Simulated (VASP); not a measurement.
Input:

```xyz
3
Lattice="0.0000 3.1694 3.1694 3.1694 0.0000 3.1694 3.1694 3.1694 0.0000" Properties=species:S:1:pos:R:3 pbc="T T T"
Mg     1.5847     1.5847     1.5847
Mg     4.7541     4.7541     4.7541
Ge     3.1694     3.1694     0.0000
```

Computed with RPBE GGA, VASP's PBE PAW potentials (set 64) (plane waves; VASP 6.6.1). Numerical set-up: 520 eV cut-off, 6×6×6 Γ-centred mesh, Gaussian smearing of 0.050 eV, potentials Mg Ge_d.

Predict the energy per atom (σ→0), pressure, band gap (on the k-mesh) with the smallest direct gap where there is one.

```
Item                                          Value
-----------------------------------  --------------
band gap (on the k-mesh)                    0.14 eV
smallest direct gap (on the k-mesh)         1.26 eV
energy per atom (σ→0)                -2.529 eV/atom
pressure                                   3.42 GPa
```

The absolute energy has meaning only against runs of the same code, potentials and settings.

The compound is Mg2Ge in the antifluorite structure. This cell is one point of a volume scan, at 0.94 of the reference volume.
